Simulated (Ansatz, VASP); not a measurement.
# Cross-check of TiSi between VASP and Ansatz, part 2 of 2

Wanted: the spread between two codes on one cell, functional and k mesh. The cell is generated by rule, not measured, and may not be a known phase. Of the first pair: The cell is taken from a series of runs on this material, whose earlier steps may have relaxed, scaled, displaced or heated it; both programs get it as it stands.

VASP 6.6.1 and Ansatz 0.2.0.

So far: The starting structure; Ansatz: relaxation of cell and atoms, PBEsol, pair 1; VASP: relaxation of cell and atoms, PBEsol, pair 1; Side by side.

## Step 5: Ansatz: relaxation of cell and atoms, PBEsol, pair 2

Level of this step: Ansatz beside VASP: Kohn-Sham DFT, plane waves, PBEsol (Ansatz).

The relaxed volume is the usual yardstick between codes: in a stiff, nearly cubic crystal its relative difference is about their pressure difference at one cell divided by the bulk modulus. Its start cell is another than that of the pair before, and may be another structure of the material.

The two relaxations start from unlike cells of this crystal, so only their ends are compared.

Input file input.yaml:

```yaml
crystal:
  lattice:
    - [0.0, 2.77324, 2.77324]
    - [2.77324, 0.0, 2.77324]
    - [2.77324, 2.77324, 0.0]
  atoms:
    - { symbol: Ti, position: [0.0, 0.0, 0.0] }
    - { symbol: Si, position: [0.25, 0.25, 0.25] }
kpoints:
  mp_grid: { grid: [14, 14, 14] }
hamiltonian:
  xc: pbesol
scf:
  occupations: { method: gaussian, width: 0.1 }
output:
  forces: true
  stress: true
  eigenvalues: true
relax:
  adjacent_minimum: "off"
  f_tol: 0.005
  max_steps: 80
  cell: { stress_tol: 0.05 }
```

Launch:

```bash
$ ansatz run input.yaml --threads 4 --pin off --max-ram 7168MiB --backend cpu --events-out ev --progress --plain --runs-dir out
```

Numbers of over 12 decimals in the logs are rounded to 6 here.

Output:

```text
[...]
Crystal: 2 atoms, lattice volume = 42.657 Å³
Basis set: ecut = 420 eV, 869 PW (Γ), exchange–correlation on 54×54×54 points (8 copies of the dense FFT grid, shifted against one another)
Bands: 12, of which v1, the nominal top of the filled ones, is band 8 counted from 1 (7 counted from 0)
Symmetry: 24 space group operations
[...]
k-points: 104 of 2744 (time reversal used)
[...]
k-point 103: bands = [... 4 lower, 0.2624, 4.1206, 4.9417, 5.9130, 6.3180, 7.2275, 7.7976, 8.4072]
--- Relaxed structure (4 steps of the walk, 4 accepted, 1 SCFs on fresh bases) ---
[...]
cell:  # Å, volume = 46.7833 Å³
    - [0, 2.859918, 2.859918]
    - [2.859918, 0, 2.859918]
    - [2.859918, 2.859918, 0]
  atoms:
    - { symbol: Ti, position: [0, 0, 0] }
    - { symbol: Si, position: [0.25, 0.25, 0.25] }
[key lines of the parts left out:]
SCF converged after 6 iterations
Free energy (F): -3094.038888 eV
Fermi energy:    6.174445 eV
P = ⅓ Tr σ = 0.0360 GPa (0.360 kbar)
```

## Step 6: VASP: relaxation of cell and atoms, PBEsol, pair 2

Its own start cell and the same functional, mesh and smearing now go to VASP, with its own data sets.

Input file INCAR:

```
SYSTEM = TiSi
PREC = Accurate
ENCUT = 500
EDIFF = 1E-07
NELM = 120
ISMEAR = 0
SIGMA = 0.1
LREAL = .FALSE.
ALGO = Normal
GGA = PS
NBANDS = 14
LASPH = .TRUE.
LORBIT = 11
LWAVE = .FALSE.
LCHARG = .FALSE.
ISIF = 3
IBRION = 2
NSW = 80
EDIFFG = -0.005
GGA_COMPAT = .FALSE.
NELMIN = 4
KPAR = 2
```

Input file POSCAR:

```
TiSi
1.0
    0.0000000000      2.8605536385      2.8605536385
    2.8605536385      0.0000000000      2.8605536385
    2.8605536385      2.8605536385      0.0000000000
Ti Si
1 1
Direct
    0.0000000000      0.0000000000      0.0000000000
    0.2500000000      0.2500000000      0.2500000000
```

Input file KPOINTS:

```
Automatic mesh
0
Gamma
14 14 14
0 0 0
```

Potentials, in the order of the species: Ti_sv and Si (PBE family, release 64).

Launch:

```bash
$ mpirun -np 2 vasp_std
```

Output:

```text
[banner, memory and clock lines left out]
running    2 mpi-ranks, on    1 nodes
[...]
[... a notice as in an earlier step ...]

 LDA part: xc-table for (Slater+PW92), standard interpolation
 POSCAR, INCAR and KPOINTS ok, starting setup
[...]
entering main loop
       N       E                     dE             d eps       ncg     rms          rms(c)
DAV:   1     0.106322218831E+03    0.10632E+03   -0.75275E+03  2912   0.110E+03
DAV:   2    -0.797328667309E+01   -0.11430E+03   -0.10964E+03  2996   0.294E+02
DAV:   3    -0.155465315918E+02   -0.75732E+01   -0.73176E+01  4858   0.721E+01
DAV:   4    -0.157708604219E+02   -0.22433E+00   -0.22397E+00  3356   0.114E+01
[...]
DAV:  14    -0.127334062694E+02    0.44520E-06   -0.95208E-07  3608   0.118E-02    0.253E-03
DAV:  15    -0.127334061640E+02    0.10539E-06   -0.16772E-07  2800   0.502E-03    0.567E-04
DAV:  16    -0.127334061535E+02    0.10434E-07   -0.21053E-08  1486   0.170E-03
   1 F= -.12733406E+02 E0= -.12732412E+02  d E =-.127334E+02
[...]
N       E                     dE             d eps       ncg     rms          rms(c)
DAV:   1    -0.127336833393E+02   -0.27718E-03   -0.37836E-03  3092   0.821E-01    0.147E-01
DAV:   2    -0.127335559241E+02    0.12742E-03   -0.14844E-03  3044   0.541E-01    0.775E-02
DAV:   3    -0.127334076113E+02    0.14831E-03   -0.27980E-04  3026   0.238E-01    0.165E-02
DAV:   4    -0.127334059483E+02    0.16629E-05   -0.35634E-05  3464   0.510E-02    0.712E-03
DAV:   5    -0.127334082040E+02   -0.22557E-05   -0.39043E-06  4360   0.130E-02    0.626E-03
DAV:   6    -0.127334093063E+02   -0.11023E-05   -0.31885E-06  4462   0.974E-03    0.178E-03
DAV:   7    -0.127334093384E+02   -0.32053E-07   -0.54687E-07  3454   0.384E-03
   2 F= -.12733409E+02 E0= -.12732422E+02  d E =-.318482E-05
 trial-energy change:   -0.000003  1 .order   -0.000005   -0.000013    0.000004
 step:   0.6495(harm=  0.7857)  dis= 0.00000  next Energy=   -12.733410 (dE=-0.390E-05)
 reached required accuracy - stopping structural energy minimisation
```

From OUTCAR (step 6):

```text
  Total       -0.0037185     -0.0037185     -0.0037185      0.0000000      0.0000000     -0.0000000
  in kB       -0.1271347     -0.1271347     -0.1271347      0.0000000      0.0000000     -0.0000000
  external PRESSURE =      -0.1271347 kB  Pullay stress =       0.0000000 kB

 POSITION                                       TOTAL-FORCE (eV/Angst)
 -----------------------------------------------------------------------------------
      2.86149      2.86149      5.72299        -0.000000     -0.000000     -0.000000
      1.43075      1.43075      1.43075         0.000000      0.000000      0.000000
 -----------------------------------------------------------------------------------
    total drift:                                0.000000      0.000000      0.000000

  FREE ENERGIE OF THE ION-ELECTRON SYSTEM (eV)
  ---------------------------------------------------
  free  energy   TOTEN  =       -12.7334093384 eV

  energy  without entropy=      -12.7314342632  energy(sigma->0) =      -12.73242180

[... 1 part as in an earlier step ...]

[... 3 further parts left out ...]
[key lines of the parts left out:]
E-fermi :   4.1326
```

## Step 7: Side by side

Both answers:

```
                                         quantity  Ansatz   VASP  difference
                                      volume (Å³)   46.78  46.86     -0.17 %
edge a after relaxation, in the typed setting (Å)   4.045  4.047     -0.06 %
```

## Step 8: VASP: relaxation of cell and atoms, PBEsol, pair 3

The relaxed volume is the usual yardstick between codes: in a stiff, nearly cubic crystal its relative difference is about their pressure difference at one cell divided by the bulk modulus. This pair takes another cell of the material, with 8 atoms against 2 for the pair before.

Edit INCAR of step 6 so:

```diff
@@ -10,3 +10,3 @@
 GGA = PS
-NBANDS = 14
+NBANDS = 40
 LASPH = .TRUE.
```

Input file POSCAR:

```
TiSi
1.0
   -2.4159830000      2.4159830000      5.8105780000
    2.4159830000     -2.4159830000      5.8105780000
    2.4159830000      2.4159830000     -5.8105780000
Ti Si
4 4
Direct
    0.5000000000      0.0000000000      0.5000000000
    0.0000000000      0.5000000000      0.5000000000
    0.8849784823      0.8849784823      0.0000000000
    0.1150214316      0.1150214316      0.0000000000
    0.8501011223      0.8501011223      0.3349721418
    0.5151289805      0.5151289805      0.6650278582
    0.1498988777      0.4848710195      0.0000000000
    0.4848710195      0.1498988777      0.0000000000
```

Input file KPOINTS:

```
Automatic mesh
0
Gamma
10 10 10
0 0 0
```

Launch:

```bash
$ mpirun -np 2 vasp_std
```

Output:

```text
[banner, memory and clock lines left out]
running    2 mpi-ranks, on    1 nodes
[...]
[... a notice as in an earlier step ...]

 LDA part: xc-table for (Slater+PW92), standard interpolation
 POSCAR, INCAR and KPOINTS ok, starting setup
[...]
entering main loop
       N       E                     dE             d eps       ncg     rms          rms(c)
DAV:   1     0.744067129170E+03    0.74407E+03   -0.30164E+04  8160   0.171E+03
DAV:   2     0.397896220280E+02   -0.70428E+03   -0.68726E+03  8176   0.528E+02
DAV:   3    -0.497771301936E+02   -0.89567E+02   -0.85930E+02 13480   0.160E+02
DAV:   4    -0.611911056726E+02   -0.11414E+02   -0.11235E+02 12432   0.491E+01
[...]
DAV:  16    -0.553097194186E+02    0.76526E-06   -0.33828E-06 11720   0.159E-02    0.388E-03
DAV:  17    -0.553097197617E+02   -0.34310E-06   -0.61214E-07  9352   0.604E-03    0.536E-04
DAV:  18    -0.553097197446E+02    0.17194E-07   -0.71125E-08  6472   0.258E-03
   1 F= -.55309720E+02 E0= -.55285092E+02  d E =-.553097E+02
[... from here on, the cycles between the ionic steps are left out ...]
   2 F= -.55309760E+02 E0= -.55285142E+02  d E =-.398253E-04
   3 F= -.55309760E+02 E0= -.55285145E+02  d E =-.403961E-04
   4 F= -.55309768E+02 E0= -.55285160E+02  d E =-.778645E-05
 trial-energy change:   -0.000008  1 .order   -0.000008   -0.000010   -0.000006
 step:   2.5088(harm=  2.5088)  dis= 0.00068  next Energy=   -55.309773 (dE=-0.125E-04)
 reached required accuracy - stopping structural energy minimisation
```

OUTCAR, selected parts (step 8):

```text
  Total        0.0073014      0.0073014     -0.0006198      0.0000000     -0.0000000      0.0000000
  in kB        0.0862581      0.0862581     -0.0073226      0.0000000     -0.0000000      0.0000000
  external PRESSURE =       0.0550645 kB  Pullay stress =       0.0000000 kB

 POSITION                                       TOTAL-FORCE (eV/Angst)
 -----------------------------------------------------------------------------------
      2.41550      0.00000      5.81094        -0.000000     -0.000000      0.000000
      0.00000      2.41550      5.81094        -0.000000      0.000000      0.000000
      0.00000      0.00000     10.28670        -0.000000      0.000000     -0.000222
      0.00000      0.00000      1.33518        -0.000000     -0.000000      0.000222
      0.80916      0.80916      7.93365         0.000880      0.000880      0.004832
      1.60634      1.60634      2.12271        -0.000880     -0.000880      0.004832
      0.80916     -0.80916      3.68823         0.000880     -0.000880     -0.004832
     -0.80916      0.80916      3.68823        -0.000880      0.000880     -0.004832
 -----------------------------------------------------------------------------------
    total drift:                                0.000001      0.000001      0.001949

  FREE ENERGIE OF THE ION-ELECTRON SYSTEM (eV)
  ---------------------------------------------------
  free  energy   TOTEN  =       -55.3097679271 eV

  energy  without entropy=      -55.2605527807  energy(sigma->0) =      -55.28516035

[... 1 part as in an earlier step ...]

[... 3 further parts left out ...]
[key lines of the parts left out:]
E-fermi :   7.9319
```

## Step 9: Ansatz: relaxation of cell and atoms, PBEsol, pair 3

The same cell, functional, mesh and smearing now go to Ansatz, which takes its cutoff from its data sets.

The cell is taken from a series of runs on this material, whose earlier steps may have relaxed, scaled, displaced or heated it; both programs get it as it stands.

Input file input.yaml:

```yaml
crystal:
  lattice:
    - [-2.415983005, 2.415983005, 5.8105777438]
    - [2.415983005, -2.415983005, 5.8105777438]
    - [2.415983005, 2.415983005, -5.8105777438]
  atoms:
    - { symbol: Ti, position: [0.5, 0.0, 0.5] }
    - { symbol: Ti, position: [0.0, 0.5, 0.5] }
    - { symbol: Ti, position: [0.8849785621, 0.8849785621, 0.0] }
    - { symbol: Ti, position: [0.1150214379, 0.1150214379, 0.0] }
    - { symbol: Si, position: [0.85010112, 0.85010112, 0.3349721457] }
    - { symbol: Si, position: [0.5151289743, 0.5151289743, 0.6650278543] }
    - { symbol: Si, position: [0.14989888, 0.4848710257, 0.0] }
    - { symbol: Si, position: [0.4848710257, 0.14989888, 0.0] }
kpoints:
  mp_grid: { grid: [10, 10, 10] }
hamiltonian:
  xc: pbesol
scf:
  occupations: { method: gaussian, width: 0.1 }
output:
  forces: true
  stress: true
  eigenvalues: true
relax:
  adjacent_minimum: "off"
  f_tol: 0.001
  max_steps: 60
  cell: { stress_tol: 0.01 }
```

Launch:

```bash
$ ansatz run input.yaml --threads 4 --pin off --max-ram 7168MiB --backend cpu --events-out ev --progress --plain --runs-dir out
```

Output:

```text
[...]
Crystal: 8 atoms, lattice volume = 135.665 Å³
Basis set: ecut = 420 eV, 2647 PW (Γ), exchange–correlation on 96×96×96 points (8 copies of the dense FFT grid, shifted against one another)
Bands: 40, of which v1, the nominal top of the filled ones, is band 32 counted from 1 (31 counted from 0)
Symmetry: 8 space group operations
[...]
- [2.415599, 2.415599, -5.813289]
  atoms:
    - { symbol: Ti, position: [0.500000, 0, 0.500000] }
    - { symbol: Ti, position: [0, 0.500000, 0.500000] }
    - { symbol: Ti, position: [0.884983, 0.884983, 0] }
    - { symbol: Ti, position: [0.115017, 0.115017, 0] }
    - { symbol: Si, position: [0.850093, 0.850093, 0.334923] }
    - { symbol: Si, position: [0.515170, 0.515170, 0.665077] }
    - { symbol: Si, position: [0.149907, 0.484830, 0.0] }
    - { symbol: Si, position: [0.484830, 0.149907, 0.0] }
[key lines of the parts left out:]
SCF converged after 8 iterations
Free energy (F): -12380.525798 eV
Fermi energy:    10.734064 eV
P = ⅓ Tr σ = -0.0004 GPa (-0.004 kbar)
```

## Step 10: Comparison

Both answers:

```
                                         quantity  Ansatz    VASP  difference
                                      volume (Å³)  135.68  135.62     +0.05 %
edge a after relaxation, in the typed setting (Å)   6.743   6.741     +0.03 %
```

## Step 11: What came out

| Quantity | Value |
| --- | --- |
| difference in volume (relaxation of cell and atoms, PBEsol, pair 1) | -0.13 % |
| difference in volume (relaxation of cell and atoms, PBEsol, pair 2) | -0.17 % |
| difference in volume (relaxation of cell and atoms, PBEsol, pair 3) | 0.049 % |

The difference in volume is -0.17 % (relaxation of cell and atoms, PBEsol, pair 2), within the 1.2 % picked in this series as the mark of a large difference, as far as the stopping tolerances let one tell. VASP runs on this material, other cells of it included, that failed, so that no pair exists: relaxation of cell and atoms, PBEsol (timeout). 2 further runs of this series are not shown here. How closely two codes agree says nothing of how well the functional describes the real material.

[Lines on the potential files, build, host, timing and source positions are cut from VASP's logs without a mark.]

[Logs are printed without paths, hosts, clocks, repeated set-up lines and the standing remarks that a program may print on its own settings, such as how far it seeks lower states.]

[Hosts, paths, dates, database ids (printed as entryN), source tags and the programs' standing remarks are cut or masked in the printed files.]
